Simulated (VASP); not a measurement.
Calculation: PBE GGA, VASP's PBE PAW potentials (set 64) (plane waves; VASP). Each cell was relaxed at this level.

Without a dispersion term in the relaxation, distances and binding between the weakly bound layers, chains or molecules are unreliable, and so is what depends on them.

**Question.** Which of these has an unstable (imaginary) mode at Γ?
(A) SrTiO3, Pm-3m (221)
(B) C, Fd-3m (227)
(C) GaP, F-43m (216)
(D) PtS2, P-3m1 (164)

**Answer.** A, SrTiO3, Pm-3m (221). Its optical Γ-point modes are 132i (×3), 146 (×3), 235 (×3), 509 (×3) cm⁻¹.
